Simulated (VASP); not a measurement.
The input files of a VASP run:

**POSCAR**
```
Fe
1
   -1.4350000000     1.4350000000     1.4350000000
    1.4350000000    -1.4350000000     1.4350000000
    1.4350000000     1.4350000000    -1.4350000000
Fe
1
Direct
  0.0000000000   0.0000000000   0.0000000000
```

**INCAR**
```
SYSTEM = Fe
PREC = Accurate
ENCUT = 400
EDIFF = 1E-6
NELM = 100
ALGO = Normal
LREAL = .FALSE.
LASPH = .TRUE.
ISMEAR = -1
SIGMA = 1.5
GGA = PE
LMAXMIX = 4
ISPIN = 2
MAGMOM = 2.5
LORBIT = 10
LWAVE = .FALSE.
LCHARG = .FALSE.
ISIF = 2
```

**KPOINTS**
```
Automatic mesh
0
Gamma
13 13 13
0 0 0
```

POTCAR, in this order: Fe (PBE.64 set). Program: vasp_std.

Output

### standard output
```
 POSCAR found type information on POSCAR Fe
 POSCAR found :  1 types and       1 ions
 Reading from existing POTCAR
 Reading from existing POTCAR
 LDA part: xc-table for (Slater+PW92), standard interpolation
 POSCAR, INCAR and KPOINTS ok, starting setup
 WAVECAR not read
 entering main loop
       N       E                     dE             d eps       ncg     rms          rms(c)
DAV:   1     0.959626866713E+01    0.95963E+01   -0.35851E+03  3153   0.881E+02
DAV:   2    -0.136595161085E+02   -0.23256E+02   -0.21555E+02  3068   0.122E+02
DAV:   3    -0.138952935432E+02   -0.23578E+00   -0.23506E+00  3338   0.169E+01
DAV:   4    -0.138965492198E+02   -0.12557E-02   -0.12550E-02  3400   0.115E+00
DAV:   5    -0.138965618589E+02   -0.12639E-04   -0.12625E-04  3269   0.999E-02    0.126E+01
DAV:   6    -0.135407976280E+02    0.35576E+00   -0.82913E+00  3194   0.478E+01    0.460E+00
DAV:   7    -0.134946519064E+02    0.46146E-01   -0.58105E-01  3226   0.121E+01    0.230E+00
DAV:   8    -0.134891107280E+02    0.55412E-02   -0.47641E-02  3362   0.227E+00    0.568E-01
DAV:   9    -0.134881610510E+02    0.94968E-03   -0.23730E-04  3240   0.225E-01    0.285E-01
DAV:  10    -0.134877929740E+02    0.36808E-03   -0.23330E-04  3570   0.189E-01    0.163E-01
DAV:  11    -0.134878115671E+02   -0.18593E-04   -0.13092E-04  3521   0.151E-01    0.356E-02
DAV:  12    -0.134878079129E+02    0.36542E-05   -0.48733E-07  1753   0.939E-03    0.198E-02
DAV:  13    -0.134878070840E+02    0.82886E-06   -0.60965E-07  1533   0.826E-03
   1 F= -.13487807E+02 E0= -.91220569E+01  d E =-.873150E+01  mag=     0.0001
```

OUTCAR:
```
------------------------ aborting loop because EDIFF is reached ----------------------------------------
  FORCE on cell =-STRESS in cart. coord.  units (eV):
  Direction    XX          YY          ZZ          XY          YZ          ZX
  --------------------------------------------------------------------------------------
  Total        2.1388707      2.1388707      2.1388707     -0.0000000      0.0000000     -0.0000000
  in kB      289.9208259    289.9208259    289.9208259     -0.0000000      0.0000000     -0.0000000
  external PRESSURE =     289.9208259 kB  Pullay stress =       0.0000000 kB
  volume of cell :       11.82
      direct lattice vectors                 reciprocal lattice vectors
    -1.435000000  1.435000000  1.435000000     0.000000000  0.348432056  0.348432056
     1.435000000 -1.435000000  1.435000000     0.348432056  0.000000000  0.348432056
     1.435000000  1.435000000 -1.435000000     0.348432056  0.348432056  0.000000000
 POSITION                                       TOTAL-FORCE (eV/Angst)
 -----------------------------------------------------------------------------------
      0.00000      0.00000      0.00000        -0.000000      0.000000      0.000000
 -----------------------------------------------------------------------------------
    total drift:                                0.000000      0.000000     -0.000000
  FREE ENERGIE OF THE ION-ELECTRON SYSTEM (eV)
  ---------------------------------------------------
  free  energy   TOTEN  =       -13.4878070840 eV

  energy  without entropy=       -4.7563067110  energy(sigma->0) =       -9.12205690

 total charge

# of ion       s       p       d       tot
------------------------------------------
    1        0.477   0.522   6.211   7.211

 magnetization (x)

# of ion       s       p       d       tot
------------------------------------------
    1       -0.000  -0.000   0.001   0.001
```
(Selected blocks of OUTCAR.)

**Question.** Read input and log: which fault does this run have?
(A) the lattice vectors form a left-handed set
(B) Methfessel-Paxton smearing was used on a material with a gap
(C) LSORBIT needs the non-collinear program vasp_ncl
(D) SIGMA is far too large

**Answer.** D, SIGMA is far too large. The run ends without an error. Against the sound run, the energy per atom (σ→0) drops by 0.896 eV/atom; the pressure goes up by 37.08 GPa; the cell moment drops by 2.22 μB.

To mend it, set ISMEAR = 1, set SIGMA = 0.1.

The mended run (PBE GGA, plane waves, VASP's PBE PAW potentials (set 64)) converges, and its OSZICAR ends with
```
   1 F= -.82262588E+01 E0= -.82261999E+01  d E =-.176767E-03  mag=     2.2181
```

The compound is Fe in the bcc structure. The cell was not relaxed at this level.
